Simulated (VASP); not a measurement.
```xyz
2
Lattice="1.4138 -2.4488 0.0000 1.4138 2.4488 0.0000 0.0000 0.0000 4.4400" Properties=species:S:1:pos:R:3 pbc="T T T"
Os     1.4138     0.8163     1.1100
Os     1.4138    -0.8163     3.3300
```

Level of theory: vdW-DF2, VASP's PBE PAW potentials (set 64) (plane waves; VASP 6.6.1). Settings: 520 eV cut-off, Gaussian smearing of 0.050 eV, potentials Os.

**Question.** Give the energies of bands 1 to 11 at the high-symmetry points, in eV from the Fermi level.

**Answer.** 
```csv
band,Γ,M,K,A,L,H
1,-9.97,-6.28,-5.65,-7.70,-6.55,-5.13
2,-6.87,-6.25,-4.80,-7.70,-6.55,-5.13
3,-2.67,-5.59,-4.80,-3.08,-4.62,-4.27
4,-2.67,-3.15,-4.02,-3.08,-4.62,-4.27
5,-2.39,-2.54,-3.00,-2.87,-1.10,-3.00
6,-1.95,-2.23,-3.00,-2.87,-1.10,-3.00
7,-1.95,-1.63,-1.15,-2.87,-0.03,-1.19
8,-1.46,1.62,1.25,-2.87,-0.03,-1.19
9,-1.46,2.11,1.25,0.70,1.92,1.35
10,0.33,2.27,1.77,0.70,1.92,1.35
11,1.41,3.81,4.80,0.70,2.92,7.56
```

It has no gap at this level: it comes out as a metal or semimetal.

The compound is Os in the hcp structure. It was relaxed first, which changed the volume by +10 %.
